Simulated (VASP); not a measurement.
Level of theory: r2SCAN+rVV10, VASP's PBE PAW potentials (set 64) (plane waves; VASP 6.6.1).

VASP ran on this input.

KPOINTS:
```
kpoints
0
gamma
17 17 17
```

### POSCAR
```
Ag
1
    0.0000000000     2.0387881128     2.0387881128
    2.0387881128     0.0000000000     2.0387881128
    2.0387881128     2.0387881128    -0.0000000000
Ag
1
Direct
  0.0000000000   0.0000000000   0.0000000000
```

KPOINTS_OPT:
```
k-points along high-symmetry lines
10
Line-mode
Reciprocal
  0.000000   0.000000   0.000000 ! GAMMA
  0.500000   0.000000   0.500000 ! X

  0.500000   0.000000   0.500000 ! X
  0.625000   0.250000   0.625000 ! U

  0.375000   0.375000   0.750000 ! K
  0.000000   0.000000   0.000000 ! GAMMA

  0.000000   0.000000   0.000000 ! GAMMA
  0.500000   0.500000   0.500000 ! L

  0.500000   0.500000   0.500000 ! L
  0.500000   0.250000   0.750000 ! W

  0.500000   0.250000   0.750000 ! W
  0.500000   0.000000   0.500000 ! X
```

**INCAR**
```
! general
SYSTEM   = Ag
PREC     = Accurate
ENCUT    = 400
LREAL    = F
LASPH    = T   ! aspherical one-centre terms

! electronic loop
EDIFF    = 1E-7   ! SCF stop (eV)
NELM     = 100   ! most electronic steps
ALGO     = Normal
LMAXMIX  = 4
LMIXTAU  = T

! smearing
ISMEAR   = -5   ! tetrahedra, Bloechl

! functional
METAGGA  = R2SCAN
LUSE_VDW = T
BPARAM   = 11.95
CPARAM   = 0.0093

! ions
ISIF     = 2

! output
LWAVE    = F
LCHARG   = F
LORBIT   = 11
NEDOS    = 601   ! DOS grid
```

POTCAR, in this order: Ag (PBE.64 set). Program: vasp_std.

What will the output report for the number of irreducible k-points (NKPTS), number of bands (NBANDS), largest plane-wave count, number of space-group operations, FFT grid (NGX, NGY, NGZ)?

The number of irreducible k-points (NKPTS) is 165 and the number of bands (NBANDS) is 9. The largest plane-wave count comes out as 331 and the number of space-group operations is 48. The FFT grid (NGX, NGY, NGZ) comes out as 20 × 20 × 20.

The structure comes from a measured Ag entry (Fm-3m) of the Crystallography Open Database, whose conditions weren't checked. It was relaxed first.
